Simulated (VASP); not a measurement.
# SiGeH6 in VASP: a series of runs, part 2 of 2

VASP 6.6.1.

### 4 Atomic charges, PBE+TS

Input file INCAR:

```
PREC = Accurate ; ENCUT = 520
EDIFF = 1E-6 ; ISMEAR = 0
SIGMA = 0.01 ; LREAL = False
LASPH = True ; NELM = 80
ALGO = Normal ; ISIF = 2
LWAVE = False ; LCHARG = False
GGA = PE ; IVDW = 2
LORBIT = 10
```

Input file KPOINTS:

```
Automatic mesh
0
Gamma
  1 1 1
```

Input file POSCAR:

```
SiGeH6
1.0
   13.0000000000      0.0000000000      0.0000000000
    0.0000000000     13.0000000000      0.0000000000
    0.0000000000      0.0000000000     14.0000000000
Si Ge H
1 1 6
Direct
    0.4589692300      0.5329500000      0.4300535700
    0.5394615400      0.4729269200      0.5720250000
    0.3529538500      0.5691576900      0.4514321400
    0.4532692300      0.4487269200      0.3584035700
    0.5187769200      0.6197192300      0.3888250000
    0.5463384600      0.5596500000      0.6464535700
    0.6490461500      0.4347192300      0.5507178600
    0.4780000000      0.3835115400      0.6157892900
```

Potentials or basis: VASP PAW PBE potentials, release 64 (Si, Ge_d, H).

Launch:

```bash
$ cat potpaw_PBE.64/Si/POTCAR potpaw_PBE.64/Ge_d/POTCAR potpaw_PBE.64/H/POTCAR > POTCAR
$ mpirun -np 1 vasp_gam > vasp.out
```

OUTCAR:

```text
PREC = Accurate
   ENCUT = 520
   EDIFF = 1E-6
   ISMEAR = 0
   LREAL = False
   LASPH = True
   NELM = 80
   ISIF = 2
   GGA = PE
   IVDW = 2
   LORBIT = 10
  IVDW =   2

 ion  position               nearest neighbor table
   1  0.459  0.533  0.430-   5 1.49   4 1.49   3 1.49   2 2.38
   2  0.539  0.473  0.572-   6 1.54   8 1.54   7 1.54   1 2.38
   3  0.353  0.569  0.451-   1 1.49
   4  0.453  0.449  0.358-   1 1.49
   5  0.519  0.620  0.389-   1 1.49
   6  0.546  0.560  0.646-   2 1.54
   7  0.649  0.435  0.551-   2 1.54
   8  0.478  0.384  0.616-   2 1.54

  LATTYP: Found a simple tetragonal cell.
 ALAT       =    13.0000000000
 C/A-ratio  =     1.0769230769

  Lattice vectors:

 A1 = (  13.0000000000,   0.0000000000,   0.0000000000)
 A2 = (   0.0000000000,  13.0000000000,   0.0000000000)
 A3 = (   0.0000000000,   0.0000000000,  14.0000000000)

Analysis of symmetry for initial positions (statically):
=====================================================================
 Subroutine PRICEL returns:
 Original cell was already a primitive cell.

 Routine SETGRP: Setting up the symmetry group for a
 simple tetragonal supercell.

 Subroutine GETGRP returns: Found  1 space group operations
 (whereof  1 operations were pure point group operations)
 out of a pool of 16 trial point group operations.

The static configuration has the point symmetry C_1 .

Analysis of symmetry for dynamics (positions and initial velocities):
=====================================================================
 Subroutine PRICEL returns:
 Original cell was already a primitive cell.

 Routine SETGRP: Setting up the symmetry group for a
[... 138 lines left out ...]
  ext. energy  EPLUGINS =         0.00000000
  ---------------------------------------------------
  free energy    TOTEN  =       -29.68585014 eV

  energy without entropy =      -29.68585014  energy(sigma->0) =      -29.68585014

 E-fermi :  -6.8613     XC(G=0):  -0.6633

 val. band max:       -6.9711896090   @ k =   0.0000   0.0000   0.0000
 cond. band min:      -0.7507727715   @ k =   0.0000   0.0000   0.0000
 fundamental gap:      6.2204168375
 Fermi energy:        -6.8612809428

 k-point     1 :       0.0000    0.0000    0.0000
  band No.  band energies     occupation
      1     -28.3828      2.00000
      2     -28.3828      2.00000
      3     -28.3524      2.00000
      4     -28.3086      2.00000
      5     -28.3086      2.00000
      6     -14.2627      2.00000
[... 9 lines left out ...]
     16      -0.2012      0.00000
     17       0.3030      0.00000

------------------------ aborting loop because EDIFF is reached ----------------------------------------

  Hirshfeld charges:
            ion         q(e)
   ------------------------------
      1     Si       0.20574213
      2     Ge       0.17844508
      3     H       -0.06695873
      4     H       -0.06690582
      5     H       -0.06692586
      6     H       -0.06111964
      7     H       -0.06116681
      8     H       -0.06111034

  Tkatchenko/Scheffler method for vdW energy calculation

  Number of pair interactions contributing to vdW energy:    8142

  Edisp (eV):   -0.04673

  FORCE on cell =-STRESS in cart. coord.  units (eV):
  Direction    XX          YY          ZZ          XY          YZ          ZX
  --------------------------------------------------------------------------------------
  -------------------------------------------------------------------------------------
  Total       0.17840     0.17781     0.19305    -0.00296    -0.00884     0.01203
  in kB       0.12081     0.12040     0.13073    -0.00200    -0.00599     0.00815
  external pressure =        0.12 kB  Pullay stress =        0.00 kB

 VOLUME and BASIS-vectors are now :
 -----------------------------------------------------------------------------
  energy-cutoff  :      520.00
  volume of cell :     2366.00
      direct lattice vectors                 reciprocal lattice vectors
    13.000000000  0.000000000  0.000000000     0.076923077  0.000000000  0.000000000
     0.000000000 13.000000000  0.000000000     0.000000000  0.076923077  0.000000000
     0.000000000  0.000000000 14.000000000     0.000000000  0.000000000  0.071428571

 POSITION                                       TOTAL-FORCE (eV/Angst)
 -----------------------------------------------------------------------------------
      5.96660      6.92835      6.02075         0.028419     -0.024574      0.060171
      7.01300      6.14805      8.00835         0.012054     -0.011574      0.022462
      4.58840      7.39905      6.32005        -0.120801      0.042642      0.021443
      5.89250      5.83345      5.01765        -0.008232     -0.093105     -0.090517
      6.74410      8.05635      5.44355         0.066834      0.101177     -0.055459
      7.10240      7.27545      9.05035         0.007418     -0.004117      0.014911
      8.43760      5.65135      7.71005         0.007367     -0.005064      0.014039
      6.21400      4.98565      8.62105         0.006941     -0.005385      0.012949
 -----------------------------------------------------------------------------------
    total drift:                               -0.001773     -0.001681      0.000279

  FREE ENERGIE OF THE ION-ELECTRON SYSTEM (eV)
  ---------------------------------------------------
  free  energy   TOTEN  =       -29.7325764681 eV

  energy  without entropy=      -29.7325764681  energy(sigma->0) =      -29.73257647

 total charge

# of ion       s       p       d       tot
------------------------------------------
    1        0.729   1.018   0.000   1.747
    2        1.070   1.491  10.063  12.624
    3        0.572   0.014   0.000   0.585
    4        0.572   0.014   0.000   0.585
    5        0.572   0.014   0.000   0.585
    6        0.544   0.013   0.000   0.557
    7        0.544   0.013   0.000   0.557
    8        0.544   0.013   0.000   0.557
--------------------------------------------------
tot          5.146   2.587  10.063  17.797
```

It took 3.5 min on 1 thread of Intel Xeon Platinum 8488C (Sapphire Rapids), shared host; peak memory 1.7 GiB.

What came out:

```yaml
Free_energy: -29.7326 eV
Largest_force: 0.133 eV/Å
Gap_between_the_frontier_levels: 6.22 eV
Valence_electrons_inside_the_program's_atomic_spheres: Si 1.75; Ge 12.62; H 0.58, 0.56
Hirshfeld_charges: Si +0.21; Ge +0.18; H -0.07, -0.06 e
Dispersion_energy_per_atom: -0.006 eV
```

Forces in eV/Å, atoms in the order of the input:
```
Si   0.028 -0.025  0.060
Ge   0.012 -0.012  0.022
H   -0.121  0.043  0.021
H   -0.008 -0.093 -0.091
H    0.067  0.101 -0.055
H    0.007 -0.004  0.015
H    0.007 -0.005  0.014
H    0.007 -0.005  0.013
```

### 5 The reference run

An earlier run on the cell as given: functional PBE; potentials or basis VASP PAW PBE potentials, release 64 (Si, Ge_d, H); cutoff 520 eV; k mesh 1 × 1 × 1; occupations gaussian, width 0.01 eV; no spin polarisation.

* Largest force: 0.122 eV/Å
* Gap between the frontier levels: 6.22 eV

### 6 Overview

| task | level | cell | gap on the mesh (eV) | largest force (eV/Å) |
| --- | --- | --- | --- | --- |
| single point | PBE | atoms moved at random, drawn with an rms of 0.05 Å | 5.81 | 1.83 |
| relaxation of the atoms | PBE | atoms relaxed from: atoms moved at random, drawn with an rms of 0.02 Å | 6.23 | 0.01 |
| atomic charges | PBE+TS | as given | 6.22 | 0.13 |
| single point | PBE | as given | 6.22 | 0.12 |

Alike in all rows: potentials or basis VASP PAW PBE potentials, release 64 (Si, Ge_d, H); no spin polarisation; k mesh 1 × 1 × 1; cutoff (eV) 520; smearing gaussian 0.01 eV.

Absolute energies hang on the potentials; compare differences alone.
